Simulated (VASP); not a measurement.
Hf2Pd2Se2Br2O3:

```
CELL_PARAMETERS angstrom
5.76069 0.00496 -0.00286
-0.52750 5.84664 0.03413
-1.48435 -0.92642 6.64586
ATOMIC_POSITIONS crystal
Hf 0.74540 0.39602 0.34989
Hf 0.28763 0.45322 0.59401
Pd 0.90854 0.13294 0.84849
Pd 0.25249 0.90323 0.35874
Se 0.63469 0.40355 0.93716
Se 0.62597 0.78174 0.53023
Br 0.85273 0.99089 0.15355
Br 0.22526 0.82084 0.86223
O 0.96040 0.28925 0.59026
O 0.43233 0.24524 0.40864
O 0.07457 0.58308 0.36682
```

The cell was built by a generator and needn't be a form met in nature.

* Program: VASP 6.6.1
* Task: relaxation of cell and atoms
* Functional: revPBE
* Potentials or basis: VASP PAW PBE potentials, release 64 (Hf_pv, Pd, Se, Br, O)
* Cutoff: 600 eV
* k mesh: 5 × 5 × 4
* Occupations: fermi-dirac, width 0.05 eV
* Spin: no spin polarisation

At the start: pressure 1.4 GPa; volume 20.36 Å³/atom.

**Question.** Where does the relaxation end?

**Answer.** Over 22 steps the energy falls by 2.5 meV/atom and the volume is 20.87 Å³/atom (+2.5 %); space group P1 (No. 1, to 0.05 Å).

Step by step:
```csv
step,energy change (eV),largest force (eV/Å),pressure (GPa),volume (Å³)
1,0.0000,0.1613,1.37,224.01
2,-0.0140,0.3292,-0.84,229.71
3,-0.0179,0.2497,-0.16,227.87
4,-0.0243,0.1076,0.07,228.63
5,-0.0243,0.0987,0.06,228.60
6,-0.0256,0.0599,-0.01,228.98
7,-0.0257,0.0762,-0.02,229.05
8,-0.0265,0.0416,0.00,229.17
9,-0.0267,0.0495,0.01,229.26
10,-0.0272,0.0268,-0.02,229.37
11,-0.0273,0.0265,-0.05,229.48
12,-0.0274,0.0324,0.10,229.28
13,-0.0275,0.0264,0.05,229.34
14,-0.0276,0.0167,-0.01,229.49
15,-0.0276,0.0195,-0.02,229.54
16,-0.0278,0.0164,0.01,229.52
17,-0.0278,0.0217,0.01,229.51
18,-0.0279,0.0119,-0.03,229.59
19,-0.0279,0.0131,-0.04,229.62
20,-0.0279,0.0113,0.00,229.54
21,-0.0279,0.0135,0.01,229.52
22,-0.0279,0.0060,0.00,229.52
```

Final structure:
```
Hf Pd Se Br O
1.0
     5.78455    0.00741   -0.00324
    -0.52722    5.90302    0.04565
    -1.49130   -0.92338    6.71467
Hf Pd Se Br O
2 2 2 2 3
Direct
  0.74663 0.39557 0.35200
  0.28668 0.45423 0.59146
  0.90739 0.13528 0.84897
  0.25400 0.90278 0.35865
  0.63169 0.40205 0.93827
  0.62576 0.77897 0.53009
  0.85513 0.99524 0.15438
  0.22227 0.81576 0.85870
  0.96144 0.29056 0.58906
  0.43483 0.24777 0.41142
  0.07419 0.58179 0.36702
```

Caveat: the PAW data sets were made with another functional, which shifts forces and pressure a little.
